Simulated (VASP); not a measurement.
Level of theory: PBEsol GGA, VASP's PBE PAW potentials (set 64) (plane waves; VASP).

VASP input:

File POSCAR:
```
BaTe(110) slab
1.0
  4.9280252905   0.0000000000   0.0000000000
  0.0000000000   6.9692808609   0.0000000000
  0.0000000000   0.0000000000  24.7902248498
Ba Te
4 4
Cartesian
  0.0000000000   0.0000000000   8.6990882216
  2.4640126452   3.4846404304  11.1631126205
  0.0000000000   0.0000000000  13.6271122293
  2.4640126452   3.4846404304  16.0911366282
  2.4640126452   0.0000000000  11.1631126205
  0.0000000000   3.4846404304   8.6990882216
  2.4640126452   0.0000000000  16.0911366282
  0.0000000000   3.4846404304  13.6271122293
```

KPOINTS:
```
Automatic mesh
0
G
 4 3 1
```

**INCAR**
```
SYSTEM = BaTe(110) slab
PREC = Normal; ENCUT = 400; LREAL = .FALSE.
LASPH = .TRUE.
EDIFF = 1E-5; NELM = 100; NELMIN = 4
ALGO = Normal; LMAXMIX = 4
ISMEAR = 0; SIGMA = 0.05
GGA = PS
IBRION = 2; NSW = 50; ISIF = 2
EDIFFG = -0.03
LWAVE = .TRUE.; LCHARG = .FALSE.
DIPOL = 0.5 0.5 0.5
LDIPOL = .TRUE.; IDIPOL = 3
```

POTCAR, in this order: Ba_sv Te (PBE.64 set). Program: vasp_std.

Task: What will the output report for the number of irreducible k-points (NKPTS), largest plane-wave count, number of space-group operations, FFT grid (NGX, NGY, NGZ)?

Result: 
| Property | Value |
|---|---|
| number of irreducible k-points (NKPTS) | 6 |
| largest plane-wave count | 15516 |
| number of space-group operations | 8 |
| FFT grid (NGX, NGY, NGZ) | 24 × 36 × 126 |

The cell is a thin slab with vacuum, built from BaTe (rock salt): (110) face.
